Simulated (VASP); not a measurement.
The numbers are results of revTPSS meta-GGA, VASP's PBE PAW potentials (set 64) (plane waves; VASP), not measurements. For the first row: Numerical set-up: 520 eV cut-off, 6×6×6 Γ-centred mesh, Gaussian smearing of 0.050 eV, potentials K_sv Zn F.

| system | energy (eV/atom) |
|---|---|
| KZnF₃ (cubic perovskite) | -4.1291 |
| K atom | -0.7388 |
| Zn atom | 5.3893 |
| F atom | -2.4403 |

Atoms are spin-polarised in a large box without symmetry, with the spin fixed by Hund's rule, and may not be in the lowest state of each functional; no zero-point energy is added.

Problem. What is the cohesive energy per atom of KZnF$_{3}$?

Solution. The references average (1×(-0.7388) + 1×(5.3893) + 3×(-2.4403))/5 = -0.5341 eV, so the cohesive energy is -0.5341 − (-4.1291) = 3.595 eV/atom.
